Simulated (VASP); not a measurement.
Input:

```xyz
5
Lattice="3.8488 0.0000 0.0000 -1.9244 3.3331 0.0000 0.0000 0.0000 6.8225" Properties=species:S:1:pos:R:3 pbc="T T T"
Tb     0.0000     2.2221     1.9847
Tb     1.9244     1.1110     4.8378
Se     0.0000     0.0000     0.0000
O      0.0000     2.2221     4.2661
O      1.9244     1.1110     2.5564
```

Calculation: r2SCAN meta-GGA, VASP's PBE PAW potentials (set 64) (plane waves; VASP). Run with 600 eV cut-off, 6×6×4 Γ-centred mesh, Gaussian smearing of 0.050 eV, potentials Tb_3 Se O.

The 4f electrons are frozen in the core of the lanthanide potential, so 4f levels, which can set the real gap, and their magnetism are missing.

Each row applies one change to this cell, which was relaxed at other settings and keeps the small stress of the first row; at a fixed cut-off the stress holds a Pulay part, so it need not integrate to ΔE exactly. Stress is in GPa, positive when the cell is compressed; gaps are those on the k-mesh, and 0.00 means metallic.

```tsv
change	ΔE (meV/atom)	σxx	σyy	σzz	largest shear component, with its sign (GPa)	largest force (eV/Å)	gap (eV)
none	0.0	-0.07	-0.07	-0.03	0.00	0.011	2.51
atom 2 (Tb) moved by -0.150 Å along x	17.6	0.86	0.45	0.43	0.93	1.205	2.50
isotropic strain of -1.0 %	7.0	4.04	4.04	4.23	0.00	0.210	2.48
biaxial strain of -3.0 % in the xy plane	(withheld)	(withheld)	(withheld)	(withheld)	(withheld)	(withheld)	(withheld)
atom 2 (Tb) moved by -0.075 Å along x	(withheld)	(withheld)	(withheld)	(withheld)	(withheld)	(withheld)	(withheld)
```

**Question.** Complete the blanks.

**Answer.** 
- atom 2 (Tb) moved by -0.075 Å along x, ΔE (meV/atom): 4.3
- atom 2 (Tb) moved by -0.075 Å along x, σxx: 0.16
- atom 2 (Tb) moved by -0.075 Å along x, σyy: 0.06
- atom 2 (Tb) moved by -0.075 Å along x, σzz: 0.08
- atom 2 (Tb) moved by -0.075 Å along x, largest shear component, with its sign (GPa): 0.46
- atom 2 (Tb) moved by -0.075 Å along x, largest force (eV/Å): 0.582
- atom 2 (Tb) moved by -0.075 Å along x, gap (eV): 2.49
- biaxial strain of -3.0 % in the xy plane, ΔE (meV/atom): 33.1
- biaxial strain of -3.0 % in the xy plane, σxx: 10.60
- biaxial strain of -3.0 % in the xy plane, σyy: 10.60
- biaxial strain of -3.0 % in the xy plane, σzz: 5.71
- biaxial strain of -3.0 % in the xy plane, largest shear component, with its sign (GPa): 0.00
- biaxial strain of -3.0 % in the xy plane, largest force (eV/Å): 0.400
- biaxial strain of -3.0 % in the xy plane, gap (eV): 2.27

Failed runs are left out, and for metals the shear rows, which the mesh's noise covers.

The structure comes from a computed database's Tb2SeO2 entry (P-3m1); how it stands against other phases isn't given here.
